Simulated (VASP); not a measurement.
```
Al3Sc
1.0
    3.70974     0.00000     0.00000
    0.00000     3.70974     0.00000
    0.00000     0.00000     3.70974
Sc Al
1 3
Direct
  0.00000   0.00000   0.00000
  0.00000   0.50000   0.50000
  0.50000   0.00000   0.50000
  0.50000   0.50000   0.00000
```

The numbers are results of PBEsol GGA, VASP's PBE PAW potentials (set 64) (plane waves; VASP 6.6.1), not measurements. Settings: 500 eV cut-off, 8×8×8 Γ-centred mesh, first-order Methfessel-Paxton smearing of 0.10 eV, potentials Sc_sv Al.

### Question
Predict the energy per atom (σ→0), pressure, band gap (on the k-mesh) with the smallest direct gap where there is one.

### Answer

The band gap (on the k-mesh) comes out as none (metal, semimetal or under 0.01 eV), the energy per atom (σ→0) is -4.729 eV/atom and the pressure comes out as 44.96 GPa.

The compound is Al3Sc in the L1_2 structure. It was relaxed first under an external pressure of 45 GPa.
